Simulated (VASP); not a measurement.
## A slab model of Cr2C(OH)2 MXene monolayer

Aim: model Cr2C(OH)2 MXene monolayer by a slab and find how far its highest filled level lies below the vacuum.

Method: PBEsol with D3(BJ), spin-polarised from a ferromagnetic start; plane waves and PAW (H, O, Cr, C), in VASP 6.6.1.

This is a report of a sequence of runs, with most program output left out.

**1. Set-up**

The cell holds 7 atoms: 2 H, 2 O, 2 Cr and 1 C. Cell: a = 2.836 Å, b = 2.836 Å, c = 24.169 Å, α = 90.0°, β = 90.0°, γ = 120.0°. Vacuum lies along c.

As a file:

```
H O Cr C
1.0
     2.83598    0.00000    0.00000
    -1.41799    2.45603    0.00000
     0.00000    0.00000   24.16879
H O Cr C
2 2 2 1
Direct
  0.33333 0.66667 0.37238
  0.66667 0.33333 0.62762
  0.33333 0.66667 0.41293
  0.66667 0.33333 0.58707
  0.66667 0.33333 0.45370
  0.33333 0.66667 0.54630
  0.00000 0.00000 0.50000
```

**2. Surface relaxation**

The sheet's cell relaxes in its plane with the atoms, while the vacuum is kept.

INCAR

```
SYSTEM = Cr2H2CO2
PREC = Normal
ENCUT = 520
EDIFF = 1E-05
NELM = 120
ISMEAR = -1
SIGMA = 0.05
LREAL = .FALSE.
ALGO = Fast
GGA = PS
IVDW = 12
NBANDS = 25
ISPIN = 2
MAGMOM = 0 0 0 0 3 3 0
LMAXMIX = 4
LORBIT = 11
LWAVE = .FALSE.
LCHARG = .FALSE.
KPAR = 2
IBRION = 2
NSW = 40
ISIF = 3
EDIFFG = -0.02
POTIM = 0.4
IDIPOL = 3
LDIPOL = .TRUE.
DIPOL = 0.5 0.5 0.5
LATTICE_CONSTRAINTS = .TRUE. .TRUE. .FALSE.
```

POSCAR

```
Cr2H2CO2
1.0
    2.8359760000      0.0000000000      0.0000000000
   -1.4179880000      2.4560272605      0.0000000000
    0.0000000000      0.0000000000     24.1687888490
H O Cr C
2 2 2 1
Direct
    0.3333333333      0.6666666667      0.3723810927
    0.6666666667      0.3333333333      0.6276189073
    0.3333333333      0.6666666667      0.4129292561
    0.6666666667      0.3333333333      0.5870707439
    0.6666666667      0.3333333333      0.4537005938
    0.3333333333      0.6666666667      0.5462994062
    0.0000000000      0.0000000000      0.5000000000
```

KPOINTS

```
Automatic mesh
0
Gamma
12 12 1
0 0 0
```

PAW data sets: H, O, Cr and C (PBE family, release 64).

Run with:

```bash
$ mpirun -np 2 vasp_std
```

Run time: 32 min. Hardware: 2 MPI ranks of AMD EPYC 7R43, shared host; peak memory 0.6 GiB.

The magnetic state follows from one typed start and may not be the lowest. LASPH is off, so gradient terms of the non-spherical density inside the spheres are left out; for open d or f shells this can shift gaps and moments. The PAW data sets were made with PBE, which is usual practice but a small mismatch for other functionals. After so large a change of volume the plane waves of the start cell no longer fit, so the final stress carries a basis-set error. The data set Cr keeps the semicore shell frozen, which is cheaper and a little less accurate. The run keeps the 12 symmetry operations of its start, so it cannot find a distortion of lower symmetry.

Step by step:

```
step  energy less that of the first step (eV)  largest force (eV/Å)  pressure (GPa)  volume (Å³)
   1                                   0.0000                3.7860            9.09       168.34
   2                                  -0.6640                6.1660            2.46       186.51
   3                                  -0.8933                3.4952            3.60       179.90
   4                                  -0.6387                3.4931           -3.76       192.87
   5                                  -1.1425                0.5911           -0.50       184.74
   6                                  -1.1439                0.4657            0.58       184.48
   7                                  -1.1441                0.5129            0.54       184.58
   8                                  -1.1544                0.0845           -0.03       186.45
   9                                  -1.1544                0.0607            0.03       186.26
  10                                  -1.1545                0.0651            0.02       186.29
  11                                  -1.1550                0.0479            0.05       186.03
  12                                  -1.1559                0.0919            0.13       185.37
  13                                  -1.1560                0.0916            0.15       185.28
  14                                  -1.1566                0.1380            0.18       185.11
  15                                  -1.1568                0.1314            0.16       185.08
  16                                  -1.1574                0.1140            0.13       184.99
  17                                  -1.1583                0.0784            0.04       184.82
  18                                  -1.1583                0.0547           -0.16       184.49
  19                                  -1.1583                0.0465           -0.06       184.64
  20                                  -1.1584                0.0040           -0.06       184.62
```

```
cell as run  before  after  change
      a (Å)   2.836  2.970  +4.7 %
      b (Å)   2.836  2.970  +4.7 %
```

The atoms that moved most (Å, along periodic axes as changes of fractional coordinates times the final cell, across vacuum about the mean position):

```
atom     dx     dy      dz  length
 Cr6  0.000  0.000  -0.130   0.130
 Cr5  0.000  0.000   0.130   0.130
  O4  0.000  0.000   0.105   0.105
  O3  0.000  0.000  -0.105   0.105
  H1  0.000  0.000  -0.103   0.103
  H2  0.000  0.000   0.103   0.103
```

The relaxed structure:

```xyz
7
Lattice="2.9699 0.0000 0.0000 -1.4850 2.5720 0.0000 0.0000 0.0000 24.1688" Properties=species:S:1:pos:R:3
H     0.0000    1.7147    8.8970
H     1.4850    0.8573   15.2718
O     0.0000    1.7147    9.8747
O     1.4850    0.8573   14.2941
Cr    1.4850    0.8573   11.0953
Cr    0.0000    1.7147   13.0735
C     0.0000    0.0000   12.0844
```

This step gave:

* electronic cycles: 335
* electrons: 30
* free energy (TOTEN): -52.6329 eV
* energy at zero smearing: -52.6058 eV
* Fermi energy: 0.5619 eV
* moment of the cell, from the last line of the log: 3.205 μB
* labelled metallic, from the levels on this mesh: yes
* dipole moment: 0, 0, 0 e·Å

Spin moment in the PAW sphere by atom:

```
atom  spin moment in the PAW sphere (μB)
  H1                                0.01
  H2                                0.01
  O3                                0.01
  O4                                0.01
 Cr5                                1.58
 Cr6                                1.58
  C7                               -0.12
```

The run ended after 20 ionic steps, 1.158 eV below its first step, once forces and stress met EDIFFG = -0.02.

An edge in the plane moved by 5 %, while the plane waves stayed those of the start. The cell reached is therefore not relaxed on a basis of its own, and a second relaxation, which would tell, was not made.

Only the dipole across the slab is computed (IDIPOL = 3); zeros along the plane are no results.

**3. Vacuum level and density of states**

A static run writes the electrostatic potential without exchange and correlation (LVHAR), which is flat in the vacuum and gives the level to count from. The dipole correction cancels the field that unlike faces would set up across the vacuum.

INCAR

```
SYSTEM = Cr2H2CO2
PREC = Normal
ENCUT = 520
EDIFF = 1E-06
NELM = 120
ISMEAR = -1
SIGMA = 0.05
LREAL = .FALSE.
ALGO = Fast
GGA = PS
IVDW = 12
NBANDS = 36
ISPIN = 2
MAGMOM = 0 0 0 0 3 3 0
LMAXMIX = 4
LORBIT = 11
LWAVE = .FALSE.
LCHARG = .TRUE.
IDIPOL = 3
LDIPOL = .TRUE.
DIPOL = 0.5 0.5 0.5
LVHAR = .TRUE.
LVACPOTAV = .TRUE.
LELF = .TRUE.
NEDOS = 1500
```

POSCAR

```
Cr2H2CO2
1.0
    2.9699236311      0.0000000000      0.0000000000
   -1.4849618155      2.5720293118      0.0000000000
    0.0000000000      0.0000000000     24.1687888490
H O Cr C
2 2 2 1
Direct
    0.3333333333      0.6666666667      0.3681179547
    0.6666666667      0.3333333333      0.6318820453
    0.3333333333      0.6666666667      0.4085728885
    0.6666666667      0.3333333333      0.5914271115
    0.6666666667      0.3333333333      0.4590768372
    0.3333333333      0.6666666667      0.5409231628
    0.0000000000      0.0000000000      0.5000000000
```

KPOINTS is that of step 2.

KPOINTS_OPT

```
Line mode
14
Line-mode
Reciprocal
  0.00000000   0.00000000   0.00000000 GAMMA
  0.50000000   0.00000000   0.00000000 M

  0.50000000   0.00000000   0.00000000 M
  0.33333333   0.33333333   0.00000000 K

  0.33333333   0.33333333   0.00000000 K
  0.00000000   0.00000000   0.00000000 GAMMA
```

Run with:

```bash
$ mpirun -np 2 vasp_std
```

Wall time 6.9 min (2 MPI ranks); peak memory 0.6 GiB.

With spin, VASP writes an ELF for each channel.

Numbers from this step:

```
electronic cycles                                 : 39
free energy (TOTEN)                               : -52.6442 eV
energy at zero smearing                           : -52.6170 eV
Fermi energy                                      : 0.5575 eV
moment of the cell, from the last line of the log : 3.196 μB
DOS at the Fermi level                            : 7.097 states/eV/cell
vacuum levels                                     : 2.333, 2.333 eV
work functions of the upper and lower face        : 1.775, 1.775 eV
```

Spin up. Electronic bands along the path, in eV, zero at the Fermi level; # counts the bands kept:

```
          point    #10    #11    #12    #13   #14   #15   #16   #17
              Γ  -2.10  -1.50  -0.14  -0.14  0.02  0.06  0.13  0.13
0.54 of the way  -1.09  -0.88  -0.24   0.12  0.12  0.43  1.44  1.68
              M  -0.56  -0.50  -0.04  -0.03  0.82  1.09  1.80  2.64
0.54 of the way  -0.80  -0.72  -0.12  -0.05  0.75  1.48  2.07  3.00
              K  -1.23  -1.11  -0.13  -0.13  0.76  2.14  2.14  2.50
0.54 of the way  -1.85  -0.68  -0.12  -0.04  0.19  0.39  1.42  1.73
              Γ  -2.10  -1.50  -0.14  -0.14  0.02  0.06  0.13  0.13
```

Of the projections kept (H, O, Cr, C), the largest for each band there; the rest of the weight can lie on other orbitals:

```
point      #10      #11      #12      #13      #14      #15      #16      #17
    Γ  Cr 0.99  Cr 0.99  Cr 0.99  Cr 0.99  Cr 0.49   O 0.65  Cr 0.81  Cr 0.81
    M  Cr 0.99  Cr 0.96  Cr 0.99  Cr 0.96  Cr 0.89  Cr 0.86  Cr 0.83  Cr 0.70
    K  Cr 0.92  Cr 0.89  Cr 0.96  Cr 0.96  Cr 0.88  Cr 0.84  Cr 0.84  Cr 0.86
    Γ  Cr 0.99  Cr 0.99  Cr 0.99  Cr 0.99  Cr 0.49   O 0.65  Cr 0.81  Cr 0.81
```

The density of states has structure finer than the step of the table below, so its rows give means over 1 eV, whole bins alone (the curve runs from -12.0 to 7.92 eV). Peaks (eV: height): total up -9.2: 4.41, -5.4: 3.81, -5.1: 3.75, 0.0: 6.95; total down -9.1: 4.79, -4.8: 4.03, -3.6: 3.89, 1.4: 5.63; H s up -9.2: 0.755; H s down -9.1: 0.827; H p down -9.1: 0.0754, -4.8: 0.026, 5.4: 0.0439, 7.1: 0.0396.

Means over bins of 0.081 eV. Density of states against energy, zero at the Fermi level; means over each step; 7 of 19 lines; values in states/eV/cell:

```
energy (eV)  total up  total down   H s up  H s down  H p down   O s up  O s down
        -11     0.277       0.307   3.5e-4    3.4e-4    3.4e-5        0         0
        -10     0.399       0.242   0.0649    0.0395   0.00354  0.00789   0.00484
         -9      1.60        1.75    0.268     0.299    0.0268   0.0432    0.0498
         -8    0.0615     0.00930  0.00106    8.0e-4    6.7e-5   3.3e-4    2.4e-4
         -7      1.06       0.796  0.00303   0.00251   0.00552  0.00372   0.00251
         -6      1.65        1.23  0.00710   0.00228   0.00897  0.00714   0.00608
         -5      2.54        2.91   0.0121    0.0128    0.0173  0.00763   0.00835
         -4      1.56        1.69   0.0104    0.0110   0.00513  0.00432   0.00649
         -3     0.476       0.358  0.00252    2.2e-4   0.00148  0.00111    4.1e-4
         -2     0.926       0.282  0.00464   0.00234    2.4e-4  0.00358    7.3e-4
         -1      1.47       0.737  0.00515   0.00402    8.9e-4  0.00586   0.00258
          0      3.13        1.07  0.00885   0.00495   0.00426   0.0240   0.00881
          1      1.56        2.90  0.00379    0.0126   0.00951   0.0190    0.0274
          2      1.41        2.88   0.0131   0.00502    0.0117   0.0362    0.0189
          3      1.83        1.57  0.00863    0.0159    0.0133   0.0153    0.0364
          4      1.67        1.94  0.00476   0.00780    0.0116  0.00655    0.0136
          5      1.61        2.04   0.0116   0.00891    0.0212  0.00963   0.00984
          6      1.23        1.57  0.00939    0.0100    0.0153  0.00875   0.00698
          7      1.53        1.36   0.0168    0.0157    0.0152   0.0164    0.0130
```

The planar average of the electrostatic potential oscillates, so the rows of the table below give means over windows of 1 Å about each position, cut where the curve ends. Its maxima inside the range that stand out by 2 % of the span (Å: eV): 9.2: 0.0858, 10.4: -5.50, 11.5: -9.42, 12.1: -9.79, 12.7: -9.42, 13.7: -5.50, 14.9: 0.0858. Its minima: 8.9: -0.641, 10.0: -6.67, 11.1: -9.82, 11.8: -10.6, 12.3: -10.6, 13.0: -9.82, 14.2: -6.67, 15.3: -0.641.

Zero at the Fermi level. Planar average of the electrostatic potential against height; means over each step:

height (Å), planar average of the electrostatic potential (eV) and a bar from the least value:
```
        0        1.8 ##############################
        1        1.8 ##############################
        2        1.8 ##############################
        3        1.8 ##############################
        4        1.8 ##############################
        5        1.8 ##############################
        6        1.7 ##############################
        7        1.6 ##############################
        8        1.1 ############################
        9       -0.5 ########################
       10       -5.8 ###########
       11       -8.7 ####
       12      -10.2 
       13       -9.3 ##
       14       -6.2 ##########
       15       -1.2 #######################
       16        0.8 ############################
       17        1.6 ##############################
       18        1.7 ##############################
       19        1.8 ##############################
       20        1.8 ##############################
       21        1.8 ##############################
       22        1.8 ##############################
       23        1.8 ##############################
       24        1.8 ##############################
```

Density of states in the PAW spheres, an atom over height of the layer and energy from the Fermi level.

Ten even steps from '_' (0.00 states/eV) to '@' (2.45 states/eV), each cell a mean:
```
____==__==____
____@@__@@____
____++__++____
____==__==____
____--__--____
____::__::____
____::__::____
____..__..____
______________
______________
____::::::____
__..--::--..__
__..::..::..__
__--::..::--__
__++==::==++__
__----::----__
__::..__..::__
__::..__..::__
__::..__..::__
__..______..__
______________
______________
```
Columns: height of the layer (Å) from 8.9 to 15.3 (not evenly spaced); rows upwards: energy from the Fermi level (eV) from -7.9 to 0.5.

Spin down. The electronic bands at the labelled points (eV, zero at the Fermi level; # counts the bands kept):

```
          point     #6     #7     #8     #9    #10   #11   #12   #13
              Γ  -4.42  -2.65  -2.65  -0.86  -0.86  0.09  0.31  0.37
0.54 of the way  -4.70  -3.76  -3.51  -1.52   0.25  0.55  0.91  1.41
              M  -4.85  -3.58  -3.58  -2.17   0.98  1.25  1.52  1.69
0.54 of the way  -4.86  -4.63  -3.56  -1.07   0.61  0.93  1.45  1.69
              K  -4.89  -4.89  -3.54   0.11   0.25  0.25  1.54  1.54
0.54 of the way  -4.63  -3.96  -3.74  -0.82  -0.52  0.76  1.08  1.21
              Γ  -4.42  -2.65  -2.65  -0.86  -0.86  0.09  0.31  0.37
```

Of the projections kept (H, O, Cr, C), the largest for each band there; the rest of the weight can lie on other orbitals:

```
point       #6       #7       #8       #9      #10      #11      #12      #13
    Γ  Cr 0.51   O 0.50   O 0.50  Cr 1.00  Cr 1.00  Cr 0.91   O 0.58  Cr 0.85
    M   O 0.80  Cr 0.57  Cr 0.44  Cr 0.96  Cr 0.98  Cr 0.97  Cr 0.97  Cr 0.96
    K  Cr 0.51  Cr 0.51  Cr 0.59  Cr 0.90  Cr 0.91  Cr 0.91  Cr 0.97  Cr 0.97
    Γ  Cr 0.51   O 0.50   O 0.50  Cr 1.00  Cr 1.00  Cr 0.91   O 0.58  Cr 0.85
```

Spin density in the ca plane at fractional y = 0.333, with atoms of H and O and Cr within 0.2 Å of it.

Values in e/Å³, 5 rows by 16 columns, each cell a mean:
```
0.0 0.0 0.0 0.0 0.4 0.1 0.0 0.0 0.0 0.0 0.0 0.0 0.0 0.0 0.0 0.0
0.0 0.0 0.0 0.2 1.2 0.3 0.0 0.0 0.0 0.0 0.0 0.0 0.0 0.0 0.0 0.0
0.0 0.0 0.0 0.0 0.4 0.1 0.0 0.0 0.0 0.0 0.0 0.0 0.0 0.0 0.0 0.0
0.0 0.0 0.0 0.0 0.0 0.0 0.1 0.0 0.0 0.0 0.0 0.0 0.0 0.0 0.0 0.0
0.0 0.0 0.0 0.0 0.0 0.0 0.1 0.0 0.0 0.0 0.0 0.0 0.0 0.0 0.0 0.0
```
Columns run along c (16.0 Å, from fractional 0.28 to 0.94 of the cell), rows up along a (3.0 Å). Atoms in or near the plane, at fractional coordinates: H at (0.63, 0.67), O at (0.59, 0.67), Cr at (0.46, 0.67).

Valence density in the ca plane at fractional y = 0.333, with atoms of H and O and Cr within 0.2 Å of it. It is the smooth field of the valence electrons, not physical close to the nuclei.

Ten steps, logarithmic in the rise over the least value, from '0' (0.0 e/Å³) to '9' (6.7 e/Å³), each cell a mean:
```
00000000000000012233554443335664310000000000
00000000000000001235776432247997531000000000
00000000000000001136887532248998641000000000
00000000000000001235776433246886531000000000
00000000000000012333454443334554210000000000
00000000000000123443334444433321100000000000
00000000000000123443334554432211000000000000
00000000000000113343334444433332100000000000
```
Columns run along c (16.0 Å, from fractional 0.15 to 0.81 of the cell), rows up along a (3.0 Å). Atoms in or near the plane, at fractional coordinates: H at (0.63, 0.67), O at (0.59, 0.67), Cr at (0.46, 0.67).

Electrostatic potential energy in the ca plane at fractional y = 0.333, with atoms of H and O and Cr within 0.2 Å of it. With pseudopotentials it is smooth inside the atoms' cores, unlike the true potential.

Values in eV, 5 rows by 16 columns, each cell a mean:
```
  2   2   3  -3 -21  -6  -1 -12  -5   0   2   2   2   2   2   2
  2   2   3  -7 -31 -10   0 -29 -26  -2   2   2   2   2   2   2
  2   2   3  -3 -21  -6  -1 -12  -5   0   2   2   2   2   2   2
  2   2   2   1  -2  -4  -8   0   3   2   2   2   2   2   2   2
  2   2   2   1  -2  -4  -8   0   3   2   2   2   2   2   2   2
```
Columns run along c (16.0 Å, from fractional 0.28 to 0.94 of the cell; values clipped at the 3rd and 97th percentile), rows up along a (3.0 Å). Atoms in or near the plane, at fractional coordinates: H at (0.63, 0.67), O at (0.59, 0.67), Cr at (0.46, 0.67).

The map of layer states is cut here 0.5 eV above the Fermi level, so it leaves out the states above that.

The vacuum level lies 1.78 eV above the Fermi level at the upper face; both faces agree, as the slab has next to no dipole.

The program found no field-free point at its default tolerance, and its printed vacuum level lies off the flat part of the planar average, by -0.02 eV at the upper face; the levels here are read from the flat part.

On this mesh the fine structure of the density of states is sampling noise, and high empty states may be cut by the number of bands.

(Continued in part 2 of 2.)

[Lines on the potential files, build, host, timing and source positions are cut from VASP's logs without a mark.]

[Logs are printed without paths, hosts, clocks, repeated set-up lines and the standing remarks that a program may print on its own settings, such as how far it seeks lower states.]

[Hosts, paths, dates, database ids (printed as entryN), source tags and the programs' standing remarks are cut or masked in the printed files.]

[In band tables of VASP the shares of atoms and orbitals are scaled to a sum of 1 inside the atoms' spheres.]

[Runs that stopped without an error message from VASP are left out.]
